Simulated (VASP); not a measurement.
A convergence study with VASP on CaSe (rock salt): one setting is varied, all else stays as given below, so the limit is that of these other settings.

```yaml
crystal:
  lattice:
    - [0.00000, 2.96000, 2.96000]
    - [2.96000, 0.00000, 2.96000]
    - [2.96000, 2.96000, 0.00000]
  atoms:
    - { symbol: Ca, position: [0.00000, 0.00000, 0.00000] }
    - { symbol: Se, position: [0.50000, 0.50000, 0.50000] }
```

All values below come from PBE GGA, VASP's PBE PAW potentials (set 64) (plane waves; VASP). The tightest run used: 550 eV cut-off, 17×17×17 Γ-centred mesh, Gaussian smearing of 0.050 eV, potentials Ca_sv Se.

Q: The settings run are 1×1×1 mesh; 2×2×2 mesh; 3×3×3 mesh; 4×4×4 mesh; 5×5×5 mesh; 6×6×6 mesh; 7×7×7 mesh; 8×8×8 mesh; 9×9×9 mesh; 10×10×10 mesh; 11×11×11 mesh; 12×12×12 mesh; 13×13×13 mesh; 14×14×14 mesh; 15×15×15 mesh; 16×16×16 mesh; 17×17×17 mesh. From which on does the energy per atom stay within 0.01 eV/atom of the tightest run?

A: From 4×4×4 mesh on: it is off by 0.0081 there and by no more than 0.01 in any finer run, while 3×3×3 mesh is off by 0.0441.
| setting | E (eV/atom) | pressure (GPa) | irreducible k-points | difference judged (eV/atom) |
|---|---|---|---|---|
| 1×1×1 mesh | 0.1834 | 36.47 | 1 | 4.9243 |
| 2×2×2 mesh | -4.3899 | 4.40 | 3 | 0.3510 |
| 3×3×3 mesh | -4.6968 | 1.68 | 4 | 0.0441 |
| 4×4×4 mesh | -4.7328 | 1.26 | 8 | 0.0081 |
| 5×5×5 mesh | -4.7391 | 1.17 | 10 | 0.0018 |
| 6×6×6 mesh | -4.7404 | 1.15 | 16 | 0.0005 |
| 7×7×7 mesh | -4.7408 | 1.14 | 20 | 0.0001 |
| 8×8×8 mesh | -4.7409 | 1.14 | 29 | 0.0000 |
| 9×9×9 mesh | -4.7409 | 1.14 | 35 | 0.0000 |
| 10×10×10 mesh | -4.7409 | 1.14 | 47 | 0.0000 |
| 11×11×11 mesh | -4.7409 | 1.14 | 56 | 0.0000 |
| 12×12×12 mesh | -4.7409 | 1.14 | 72 | 0.0000 |
| 13×13×13 mesh | -4.7409 | 1.14 | 84 | 0.0000 |
| 14×14×14 mesh | -4.7409 | 1.14 | 104 | 0.0000 |
| 15×15×15 mesh | -4.7409 | 1.14 | 120 | 0.0000 |
| 16×16×16 mesh | -4.7409 | 1.14 | 145 | 0.0000 |
| 17×17×17 mesh | -4.7409 | 1.14 | 165 | 0.0000 |

Left out are rungs that failed or repeat a setting and relaxations that didn't move; long series are thinned to 24 rows.

The compound is CaSe in the rock salt structure. The cell was not relaxed at this level.
